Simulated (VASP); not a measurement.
OSZICAR of a VASP run on TiB2 (AlB2 type):

OSZICAR:
```
       N       E                     dE             d eps       ncg     rms          rms(c)
DAV:   1     0.106895038634E+03    0.10690E+03   -0.81554E+03  1835   0.133E+03
DAV:   2    -0.217410601478E+02   -0.12864E+03   -0.12553E+03  1855   0.353E+02
DAV:   3    -0.293213199887E+02   -0.75803E+01   -0.74743E+01  2581   0.854E+01
DAV:   4    -0.295841083601E+02   -0.26279E+00   -0.26181E+00  2298   0.143E+01
DAV:   5    -0.295915202427E+02   -0.74119E-02   -0.74115E-02  2670   0.211E+00    0.167E+01
DAV:   6    -0.243891881080E+02    0.52023E+01   -0.26589E+01  2385   0.593E+01    0.385E+00
DAV:   7    -0.244206974273E+02   -0.31509E-01   -0.17396E+00  2026   0.155E+01    0.332E+00
DAV:   8    -0.244277183058E+02   -0.70209E-02   -0.16256E-01  2581   0.370E+00    0.757E-01
DAV:   9    -0.244207316974E+02    0.69866E-02   -0.72906E-02  2396   0.359E+00    0.305E-01
DAV:  10    -0.244198167171E+02    0.91498E-03   -0.51441E-03  2289   0.976E-01    0.581E-02
DAV:  11    -0.244198214234E+02   -0.47063E-05   -0.33346E-04  2482   0.236E-01    0.432E-02
DAV:  12    -0.244198099099E+02    0.11514E-04   -0.76503E-05  2291   0.121E-01    0.922E-03
DAV:  13    -0.244198091675E+02    0.74238E-06   -0.56954E-06  2154   0.289E-02
   1 F= -.24419809E+02 E0= -.24419537E+02  d E =-.817438E-03
```

**Question.** Which electronic solver shows in the log?

**Answer.** It is blocked Davidson (ALGO = Normal, or the opening steps of other solvers). The INCAR had ALGO = Normal.

**Question.** Can the final energy be trusted as converged?

**Answer.** Self-consistency was reached. It stopped with EDIFF = 1E-6, NELM = 100 (PBE GGA, plane waves, VASP's PBE PAW potentials (set 64)).

The compound is TiB2 in the AlB2 type structure. The cell was not relaxed at this level. The run is one of a series of settings (ENCUT = 400 against the base run), some of them coarse on purpose.
